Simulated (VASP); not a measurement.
An input for Ansatz (written as the equivalent of a VASP run, and not itself run):

Ansatz 0.2 input:
```yaml
crystal:
  lattice:
    - [2.5546045, 0.0000000, 0.0000000]
    - [0.0000000, 2.5546045, 0.0000000]
    - [0.0000000, 0.0000000, 2.5546045]
  atoms:
    - { symbol: Al, position: [0.0000000, 0.0000000, 0.0000000] }
    - { symbol: N, position: [0.5000000, 0.5000000, 0.5000000] }
kpoints:
  mp_grid: { grid: [14, 14, 14] }
hamiltonian:
  xc: pbesol
  pseudopotentials: { kind: paw }
scf:
  occupations: { method: methfessel_paxton, width: 0.1 }
  max_iter: 100
relax:
  max_steps: 40
  f_tol: 0.02
  cell: { p_target: 20 }
output: { forces: true, stress: true, eigenvalues: true }
```

### Question
Write the VASP files for the same calculation (PBEsol).

### Answer
This is not unique; one that fits is 
**KPOINTS**
```
K-points
0
G
14 14 14
```

### INCAR
```
SYSTEM = AlN
PREC = Accurate
ENCUT = 620
EDIFF = 1E-6
NELM = 100
ALGO = Normal
LREAL = .FALSE.
LASPH = .TRUE.
ISMEAR = 1
SIGMA = 0.1
GGA = PS
LWAVE = .FALSE.
LCHARG = .FALSE.
IBRION = 2
ISIF = 3
NSW = 40
EDIFFG = -0.02
PSTRESS = 200
```

**POSCAR**
```
AlN
1
    2.5546044567     0.0000000000     0.0000000000
    0.0000000000     2.5546044567     0.0000000000
    0.0000000000     0.0000000000     2.5546044567
Al N
1 1
Direct
  0.0000000000   0.0000000000   0.0000000000
  0.5000000000   0.5000000000   0.5000000000
```

POTCAR, in this order: Al N (PBE.64 set). Program: vasp_std.

Limits of the translation: each code has its own PAW files, so the cut-off isn't converted (ENCUT is set for VASP's; basis.ecutwfc is left out, and Ansatz then takes the one that its files recommend); Ansatz stops its SCF on the density residual and VASP on the energy change (EDIFF).

The structure was generated: AlN was put into the CsCl type type (Pm-3m), which need not be its known phase. This run relaxes it under an external pressure of 20 GPa. Symmetry was kept, so distortions that lower it aren't found.
